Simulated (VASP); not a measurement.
These are PW91 GGA, VASP's PBE PAW potentials (set 64) (plane waves; VASP 6.6.1) values and carry that method's errors.

The input files of a VASP run:

File KPOINTS:
```
Automatic mesh
0
Gamma
6 6 4
0 0 0
```

INCAR:
```
GGA=91
SYSTEM=CdS
NELM=100   ! most electronic steps
ALGO=Normal
EDIFFG=-0.01
LASPH=T
ISMEAR=0   ! Gaussian
ISIF=4
LWAVE=F
NSW=30   ! most ionic steps
SIGMA=0.05
PREC=Accurate
EDIFF=1E-7   ! SCF stop (eV)
LREAL=F   ! projection in real space or not
LCHARG=F
ENCUT=520   ! plane-wave cut-off (eV)
IBRION=2   ! conjugate gradients
LMAXMIX=4   ! l cut-off of mixed one-centre charges
```

**POSCAR**
```
CdS
1
    2.0814228326    -3.6051299200     0.0000000000
    2.0814228326     3.6051299200     0.0000000000
    0.0000000000     0.0000000000     6.7609731391
Cd S
2 2
Direct
  0.6666670000   0.3333330000   0.5000044611
  0.3333330000   0.6666670000   0.0000044611
  0.6666670000   0.3333330000   0.8769955389
  0.3333330000   0.6666670000   0.3769955389
```

POTCAR, in this order: Cd S (PBE.64 set). Program: vasp_std.

Output of the run:

OUTCAR:
```
 ion  position               nearest neighbor table
   1  0.667  0.333  0.500-   4 2.54   4 2.54   4 2.54   3 2.55
   2  0.333  0.667  0.000-   3 2.54   3 2.54   3 2.54   4 2.55
   3  0.667  0.333  0.877-   2 2.54   2 2.54   2 2.54   1 2.55
   4  0.333  0.667  0.377-   1 2.54   1 2.54   1 2.54   2 2.55
  LATTYP: Found a hexagonal cell.
 ALAT       =     4.1628455110
 C/A-ratio  =     1.6241229998
 Subroutine PRICEL returns:
 Original cell was already a primitive cell.
 Subroutine GETGRP returns: Found 12 space group operations
The static configuration has the point symmetry C_3v.
 The point group associated with its full space group is C_6v.
The dynamic configuration has the point symmetry C_3v.
 Subroutine INISYM returns: Found 12 space group operations
 Subroutine IBZKPT returns following result:
 Found     21 irreducible k-points:

 Following reciprocal coordinates:
            Coordinates               Weight
  0.000000  0.000000  0.000000      1.000000
  0.166667  0.000000  0.000000      6.000000
  0.333333  0.000000  0.000000      6.000000
  0.500000  0.000000  0.000000      3.000000
  0.166667  0.166667  0.000000      6.000000
...
```

File OSZICAR:
```
       N       E                     dE             d eps       ncg     rms          rms(c)
DAV:   1     0.253572750576E+03    0.25357E+03   -0.17557E+04   924   0.149E+03
DAV:   2     0.152274969444E+01   -0.25205E+03   -0.24653E+03  1026   0.361E+02
DAV:   3    -0.133374606642E+02   -0.14860E+02   -0.14807E+02  1128   0.865E+01
DAV:   4    -0.135223995928E+02   -0.18494E+00   -0.18482E+00  1074   0.962E+00
DAV:   5    -0.135254347647E+02   -0.30352E-02   -0.30351E-02  1140   0.121E+00    0.110E+01
DAV:   6    -0.123936470820E+02    0.11318E+01   -0.28106E+00  1210   0.179E+01    0.871E+00
DAV:   7    -0.123805240241E+02    0.13123E-01   -0.86412E-01  1068   0.546E+00    0.425E+00
DAV:   8    -0.123779114970E+02    0.26125E-02   -0.12802E-01  1108   0.389E+00    0.582E-01
DAV:   9    -0.123750522305E+02    0.28593E-02   -0.25701E-02  1166   0.207E+00    0.176E-01
DAV:  10    -0.123752887330E+02   -0.23650E-03   -0.16924E-03  1064   0.397E-01    0.103E-01
DAV:  11    -0.123753888696E+02   -0.10014E-03   -0.26394E-04  1138   0.122E-01    0.110E-01
DAV:  12    -0.123754253119E+02   -0.36442E-04   -0.18245E-04  1032   0.778E-02    0.164E-02
DAV:  13    -0.123754286012E+02   -0.32893E-05   -0.18089E-05  1062   0.298E-02    0.604E-03
DAV:  14    -0.123754298422E+02   -0.12410E-05   -0.16062E-06  1038   0.828E-03    0.853E-03
DAV:  15    -0.123754292671E+02    0.57514E-06   -0.17502E-06  1070   0.826E-03    0.203E-03
DAV:  16    -0.123754292579E+02    0.91736E-08   -0.18833E-07   834   0.297E-03
   1 F= -.12375429E+02 E0= -.12375429E+02  d E =-.123754E+02
```

OUTCAR:
```
------------------------ aborting loop because EDIFF is reached ----------------------------------------
  FORCE on cell =-STRESS in cart. coord.  units (eV):
  Direction    XX          YY          ZZ          XY          YZ          ZX
  --------------------------------------------------------------------------------------
  Total        1.0834999      1.0834998      1.1330034      0.0000000      0.0000000      0.0000000
  in kB       17.1087786     17.1087769     17.8904534      0.0000000      0.0000000      0.0000000
  external PRESSURE =      17.3693363 kB  Pullay stress =       0.0000000 kB
  volume of cell :      101.47
      direct lattice vectors                 reciprocal lattice vectors
     2.081422833 -3.605129920  0.000000000     0.240220292 -0.138691257  0.000000000
     2.081422833  3.605129920  0.000000000     0.240220292  0.138691257  0.000000000
     0.000000000  0.000000000  6.760973139     0.000000000  0.000000000  0.147907702
  FREE ENERGIE OF THE ION-ELECTRON SYSTEM (eV)
  ---------------------------------------------------
  free  energy   TOTEN  =       -12.3754292579 eV

  energy  without entropy=      -12.3754292579  energy(sigma->0) =      -12.37542926

 reached required accuracy - stopping structural energy minimisation
```
(Selected blocks of OUTCAR.)

The compound is CdS in the wurtzite structure. This cell is one point of a volume scan, at 0.97 of the reference volume.
